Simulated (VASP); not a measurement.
Here is the system:

```
CELL_PARAMETERS angstrom
      0.00000     3.27822     3.27822
      3.27822     0.00000     3.27822
      3.27822     3.27822     0.00000
ATOMIC_POSITIONS crystal
  Cd 0.00000 0.00000 0.00000
  Te 0.25000 0.25000 0.25000
```

These are PBE0 hybrid, VASP's PBE PAW potentials (set 64) (plane waves; VASP) values and carry that method's errors. Settings: 520 eV cut-off, 6×6×6 Γ-centred mesh, Gaussian smearing of 0.050 eV, potentials Cd Te.

Give the energy at these volumes per atom, relative to the lowest: 33.07, 34.16, 35.25, 36.34, 37.44 Å³.

18.8, 4.3, 0.0, 4.2, 15.6 meV/atom. A third-order Birch-Murnaghan fit gives B0 = 40.5 GPa and B0′ = 4.6.

Measured: bulk modulus 43.7 GPa (computed value off by -7.4 %), as given by Elmahjoubi et al., (2023), arXiv:2303.01780; a 6.480 Å (computed value off by +1.2 %), as given by M J Lucero et al., Journal of Physics Condensed Matter (2012), arXiv:1111.4515. The calculation is for a static lattice, while the measured bulk modulus, a hold thermal and zero-point effects, which are part of the difference.

The compound is CdTe in the zinc blende structure. It was relaxed first. The cell's shape comes from a PBE relaxation.
